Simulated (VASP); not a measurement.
# Si2B3 (R-3m) in VASP: density of states with PBE

Aim: the density of states of Si2B3 with PBE.

All numbers are computed with VASP 6.6.1; they aren't measurements. Logs are shortened: lines on timing, memory, paths and dates and some standing lists are left out, and cuts for length are marked.

### Step 1. The crystal as given

Symmetry: R-3m, No. 166, trigonal system. The conventional cell has a = 2.982 Å, b = 2.982 Å, c = 17.814 Å, α = 90.00°, β = 90.00°, γ = 120.00°. Around Si (site symmetry 3m) lie 6 B at 2.10 to 2.36 Å. B (site symmetry 3m) is surrounded by 3 B at 1.75 Å. B (site symmetry -3m) has 6 Si at 2.10 Å as nearest neighbours.

The cell was built by a generator and needn't be a form met in nature.

### Step 2. Density of states, PBE

Input file POSCAR:

```
Si2B3                                   
1.0
    1.4909795553      0.8608174497      5.9380890978
   -1.4909795553      0.8608174497      5.9380890978
    0.0000000000     -1.7216348995      5.9380890978
  Si              B             
     2     3
Direct
     0.4010754778036159    0.4010754778036159    0.4010754778036159
     0.5989245221963841    0.5989245221963841    0.5989245221963841
     0.8251557526049638    0.8251557526049638    0.8251557526049638
     0.1748442473950362    0.1748442473950362    0.1748442473950362
     0.0000000000000000    0.0000000000000000    0.0000000000000000
```

Input file INCAR.step1:

```
SYSTEM = Si2B3
PREC = Accurate ; ENCUT = 520
EDIFF = 1E-6 ; ISMEAR = 0
SIGMA = 0.1 ; LREAL = .FALSE.
LASPH = .TRUE. ; NELM = 60
ALGO = Normal ; ISIF = 2
LWAVE = .FALSE. ; LCHARG = .TRUE.
GGA = PE ; KPAR = 4
```

Input file KPOINTS.step1:

```
Automatic mesh
0
G
  12 12 12
  0 0 0
```

Input file INCAR.step2:

```
SYSTEM = Si2B3
PREC = Accurate ; ENCUT = 520
EDIFF = 1E-6 ; ISMEAR = -5
SIGMA = 0.1 ; LREAL = .FALSE.
LASPH = .TRUE. ; NELM = 60
ALGO = Normal ; ISIF = 2
LWAVE = .FALSE. ; LCHARG = .FALSE.
GGA = PE ; LORBIT = 10
KPAR = 4 ; NEDOS = 1001
ICHARG = 11
```

Input file KPOINTS.step2:

```
Automatic mesh
0
G
  18 18 18
  0 0 0
```

Potentials or basis: VASP PAW PBE potentials, release 64 (Si, B).

Run with:

```
> cat potpaw_PBE.64/Si/POTCAR potpaw_PBE.64/B/POTCAR > POTCAR
> cp INCAR.step1 INCAR
> cp KPOINTS.step1 KPOINTS
> mpirun -np 4 vasp_std > vasp.out
> cp INCAR.step2 INCAR
> cp KPOINTS.step2 KPOINTS
> mpirun -np 4 vasp_std > vasp.out
```

OUTCAR:

```text
SYSTEM = Si2B3
   PREC = Accurate
   ENCUT = 520
   EDIFF = 1E-6
   ISMEAR = -5
   LREAL = .FALSE.
   LASPH = .TRUE.
   NELM = 60
   ISIF = 2
   GGA = PE
   LORBIT = 10
   ICHARG = 11

 ion  position               nearest neighbor table
   1  0.401  0.401  0.401-   5 2.10   5 2.10   5 2.10   3 2.36   3 2.36   3 2.36   4 2.57   4 2.57
                             4 2.57   2 2.96   2 2.96   2 2.96
   2  0.599  0.599  0.599-   5 2.10   5 2.10   5 2.10   4 2.36   4 2.36   4 2.36   3 2.57   3 2.57
                             3 2.57   1 2.96   1 2.96   1 2.96
   3  0.825  0.825  0.825-   4 1.75   4 1.75   4 1.75   1 2.36   1 2.36   1 2.36   2 2.57   2 2.57
                             2 2.57
   4  0.175  0.175  0.175-   3 1.75   3 1.75   3 1.75   2 2.36   2 2.36   2 2.36   1 2.57   1 2.57
                             1 2.57
   5  0.000  0.000  0.000-   2 2.10   2 2.10   1 2.10   1 2.10   2 2.10   1 2.10

  LATTYP: Found a trigonal (rhomboedric) cell.
 ALAT       =     6.1826312238
 COS(alpha) =     0.8836874203

  Lattice vectors:

 A1 = (   1.4909795553,   0.8608174497,   5.9380890978)
 A2 = (  -1.4909795553,   0.8608174497,   5.9380890978)
 A3 = (   0.0000000000,  -1.7216348995,   5.9380890978)

Analysis of symmetry for initial positions (statically):
=====================================================================
 Subroutine PRICEL returns:
 Original cell was already a primitive cell.

 Routine SETGRP: Setting up the symmetry group for a
 trigonal (rhombohedral) supercell.

 Subroutine GETGRP returns: Found 12 space group operations
 (whereof 12 operations were pure point group operations)
 out of a pool of 12 trial point group operations.

The static configuration has the point symmetry D_3d.

Analysis of symmetry for dynamics (positions and initial velocities):
=====================================================================
 Subroutine PRICEL returns:
 Original cell was already a primitive cell.

 Routine SETGRP: Setting up the symmetry group for a
 trigonal (rhombohedral) supercell.

 Subroutine GETGRP returns: Found 12 space group operations
 (whereof 12 operations were pure point group operations)
 out of a pool of 12 trial point group operations.

The dynamic configuration has the point symmetry D_3d.

 Subroutine INISYM returns: Found 12 space group operations
 (whereof 12 operations are pure point group operations),
 and found     1 'primitive' translations

----------------------------------------------------------------------------------------

                                     Primitive cell

[... 120 lines left out ...]
  Fermi-wavevector in a.u.,A,eV,Ry     =   1.177148  2.224486 18.853271  1.385676
  Thomas-Fermi vector in A             =   2.313499
   LORBIT       =     10    0 simple, 1 ext, 2 COOP (PROOUT), +10 PAW based schemes
   GGA     = PE    functional components
   LHFCALC =     F    Hartree Fock is set to
   AEXX    =    0.0000 exact exchange contribution
   IVDW    =     0    specifies the selected vdW correction
   LEPSILON=     F    determine dielectric tensor
   LRPA    =     F    only Hartree local field effects (RPA)
 non-spin polarized calculation
 Fermi weights with tetrahedron method with Bloechl corrections
  energy-cutoff  :      520.00
  volume of cell :       45.73
 maximum number of plane-waves:      1260
 NGX is ok and might be reduce to    48

 number of electron      17.0000000 magnetization

 Free energy of the ion-electron system (eV)
  ---------------------------------------------------
  ext. energy  EPLUGINS =         0.00000000
  ---------------------------------------------------
  free energy    TOTEN  =       -28.62781743 eV

  energy without entropy =      -28.62781743  energy(sigma->0) =      -28.62781743

 E-fermi :   9.5324     XC(G=0): -11.9267

 val. band max:        9.6210787655   @ k =  -0.1111   0.1111   0.1111
 cond. band min:       9.4077837820   @ k =  -0.1667   0.3889   0.1667
 fundamental gap:     -0.2132949836
 Fermi energy:         9.5324360019

 k-point     1 :       0.0000    0.0000    0.0000
  band No.  band energies     occupation
      1      -5.9951      2.00000
      2      -2.4140      2.00000
      3      -2.0079      2.00000
      4       7.1400      2.00000
      5       9.4758      2.00000
      6       9.4758      2.00000
      7      10.4219      0.00000
      8      11.1060      0.00000
      9      11.1060      0.00000
     10      13.9989      0.00000
     11      13.9989      0.00000
     12      14.9882      0.00000
[... 331 lines left out ...]
 k-point    24 :      -0.2222    0.0556    0.0000
  band No.  band energies     occupation
      1      -4.7045      2.00000
      2      -1.4433      2.00000
      3      -0.4142      2.00000
      4       4.7911      2.00000
      5       6.5164      2.00000
      6       7.0598      2.00000
      7       8.0284      2.00000
      8       8.7786      2.00000
      9      10.5597     -0.00864
     10      11.7214      0.00000
     11      13.2543      0.00000
     12      14.2185      0.00000

 [... further k-points ...]
[... 5 lines left out ...]
  --------------------------------------------------------------------------------------
  -------------------------------------------------------------------------------------
  Total       -0.1366512     -0.1366512      0.1370463     -0.0000000     -0.0000000      0.0000000
  in kB       -4.7878813     -4.7878814      4.8017245     -0.0000000     -0.0000000      0.0000000
  external PRESSURE =      -1.5913461 kB  Pullay stress =       0.0000000 kB

 VOLUME and BASIS-vectors are now :
 -----------------------------------------------------------------------------
  energy-cutoff  :      520.00
  volume of cell :       45.73
      direct lattice vectors                 reciprocal lattice vectors
     1.490979555  0.860817450  5.938089098     0.335350004  0.193614415  0.056134781
    -1.490979555  0.860817450  5.938089098    -0.335350004  0.193614415  0.056134781
     0.000000000 -1.721634899  5.938089098     0.000000000 -0.387228829  0.056134781

 POSITION                                       TOTAL-FORCE (eV/Angst)
 -----------------------------------------------------------------------------------
      0.00000     -0.00000      7.14487         0.000000     -0.000000      0.068988
      0.00000     -0.00000     10.66940         0.000000      0.000000     -0.068988
      0.00000     -0.00000     14.69955         0.000000      0.000000     -0.005749
      0.00000     -0.00000      3.11472         0.000000     -0.000000      0.005749
      0.00000      0.00000      0.00000         0.000000      0.000000      0.000000
 -----------------------------------------------------------------------------------
    total drift:                                0.000000      0.000000      0.000000

  FREE ENERGIE OF THE ION-ELECTRON SYSTEM (eV)
  ---------------------------------------------------
  free  energy   TOTEN  =       -28.6278174280 eV

  energy  without entropy=      -28.6278174280  energy(sigma->0) =      -28.62781743

 total charge

# of ion       s       p       d       tot
------------------------------------------
    1        0.748   0.780   0.000   1.528
    2        0.748   0.780   0.000   1.528
    3        0.683   1.253   0.000   1.936
    4        0.683   1.253   0.000   1.936
    5        0.713   1.277   0.000   1.990
--------------------------------------------------
tot          3.575   5.343   0.000   8.918
```

It took 95 s on 4 MPI ranks of Intel Xeon 6975P-C (Granite Rapids), shared host; peak memory 0.52 GiB.

Results:

| Quantity | Value |
| --- | --- |
| Valence electrons inside the program's atomic spheres | Si 1.53; B 1.94, 1.99 |

Levels at points of the mesh, in eV from the Fermi level:
```
           k point  band 7  band 8  band 9  band 10  band 11  band 12
(0.00, 0.00, 0.00)    0.89    1.57    1.57     4.47     4.47     5.46
(0.50, 0.00, 0.00)   -3.26   -1.48   -0.14     2.04     2.26     3.33
(0.50, 0.50, 0.00)   -3.48   -1.45   -0.82     0.23     2.57     3.59
(0.50, 0.50, 0.50)    1.79    1.79    3.76     3.76     4.85     7.52
```

States per cell in windows of 0.5 eV (zero at the Fermi level; states under -8 eV left out):
```
from (eV)  total  B5_p  B3_p  B4_p  Si1_p  Si2_p  Si1_s
     -8.0   0.53  0.03  0.03  0.03   0.02   0.02   0.03
     -7.5   0.57  0.03  0.04  0.04   0.03   0.03   0.03
     -7.0   0.62  0.04  0.04  0.04   0.03   0.03   0.03
     -6.5   0.66  0.04  0.05  0.05   0.03   0.03   0.03
     -6.0   0.66  0.05  0.05  0.05   0.03   0.03   0.03
     -5.5   0.69  0.05  0.06  0.06   0.04   0.04   0.02
     -5.0   0.71  0.06  0.06  0.06   0.04   0.04   0.02
     -4.5   0.68  0.05  0.07  0.07   0.03   0.03   0.02
     -4.0   0.84  0.07  0.09  0.09   0.04   0.04   0.02
     -3.5   0.89  0.07  0.11  0.11   0.05   0.05   0.02
     -3.0   0.85  0.08  0.09  0.09   0.05   0.05   0.02
     -2.5   0.83  0.10  0.09  0.09   0.05   0.05   0.02
     -2.0   0.86  0.12  0.08  0.08   0.06   0.06   0.02
     -1.5   0.91  0.14  0.09  0.09   0.06   0.06   0.02
     -1.0   0.64  0.10  0.07  0.07   0.04   0.04   0.01
     -0.5   0.65  0.10  0.07  0.07   0.04   0.04   0.01
      0.0   0.41  0.07  0.03  0.03   0.03   0.03   0.01
      0.5   0.43  0.06  0.03  0.03   0.03   0.03   0.02
      1.0   0.55  0.07  0.03  0.03   0.04   0.04   0.03
      1.5   0.54  0.04  0.04  0.04   0.03   0.03   0.04
      2.0   0.67  0.04  0.05  0.05   0.04   0.04   0.05
      2.5   0.81  0.05  0.06  0.06   0.05   0.05   0.06
      3.0   0.81  0.05  0.06  0.06   0.05   0.05   0.05
      3.5   0.78  0.04  0.05  0.05   0.06   0.06   0.03
      4.0   0.52  0.02  0.03  0.03   0.06   0.06   0.01
      4.5   0.46  0.01  0.03  0.03   0.06   0.06   0.01
      5.0   0.53  0.01  0.03  0.03   0.07   0.07   0.00
      5.5   0.42  0.01  0.03  0.03   0.06   0.06   0.00
      6.0   0.08  0.00  0.01  0.01   0.01   0.01   0.00
      6.5   0.01  0.00  0.00  0.00   0.00   0.00   0.00
      7.0   0.00  0.00  0.00  0.00   0.00   0.00   0.00
      7.5   0.00  0.00  0.00  0.00   0.00   0.00   0.00
```

Caveat: tetrahedron occupations give inexact forces and stress in metals.
